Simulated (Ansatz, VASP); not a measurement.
One calculation of TiPdSe4, two programs

```
Ti Pd Se
1.0
     3.67313    0.00000    0.00000
    -1.83657    3.18102    0.00000
     0.00000    0.00000   11.40362
Ti Pd Se
1 1 4
Direct
  0.00000 0.00000 0.50000
  0.00000 0.00000 0.00000
  0.33333 0.66667 0.88223
  0.33333 0.66667 0.36854
  0.66667 0.33333 0.63146
  0.66667 0.33333 0.11777
```

Change from the starting cell: species swapped into the ZrTaTe4 type (P-3m1, No. 164).

Alike in both runs: functional PBE; k mesh 4 × 4 × 1; occupations gaussian, width 0.15 eV; collinear spin.

Ansatz relaxed the structure, and its values are those at the end. VASP's run is a single point on that final structure, the one shown.

|  | VASP | Ansatz |
| --- | --- | --- |
| version | VASP 6.6.1 | Ansatz 0.2.0 |
| potentials or method | VASP PAW PBE potentials, release 64 (Ti_sv, Pd, Se) | scalar-relativistic, plane waves, PAW |
| plane-wave cutoff (eV) | 520 | 420 |
| valence electrons in the cell | 46 | 94 |

```tsv
	VASP	Ansatz	Ansatz less VASP
gap on the k mesh at the Fermi level (eV)	none	none	-
pressure (GPa)	0.0	0.0	-0.05
rms of the force components (eV/Å)	0.016	0.011	-0.0048
net moment per atom (μB)	0.00	0.00	0.000
```

A gap of «none» marks a metal or a gap that the smearing closes. The two sets of potentials don't hold the same shells in valence. Ansatz warned: «seeded_moment_not_kept».

Caveats: the k mesh is coarse (spacing up to 0.55 Å⁻¹), so the values aren't converged; this functional lacks dispersion, which binds the layers, so the pressure and a relaxed spacing across them are unreliable.
